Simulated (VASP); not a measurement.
Here is the system:

```
RhB
1.0
    0.00000     2.25206     2.25206
    2.25206     0.00000     2.25206
    2.25206     2.25206     0.00000
B Rh
1 1
Direct
  0.00000   0.00000   0.00000
  0.50000   0.50000   0.50000
```

Computed with PBE GGA, VASP's PBE PAW potentials (set 64) (plane waves; VASP). Run with 520 eV cut-off, 13×13×13 Γ-centred mesh, first-order Methfessel-Paxton smearing of 0.10 eV, potentials B Rh_pv.

Task: Give the stress tensor in GPa (positive for a compressed cell).

Result: 
```
-16.33    0.00    0.00
  0.00  -16.33    0.00
  0.00    0.00  -16.33
```
The pressure is its mean diagonal, -16.33 GPa.

The structure was generated: BRh was put into the rocksalt type (Fm-3m), which need not be its known phase. The cell was not relaxed at this level.
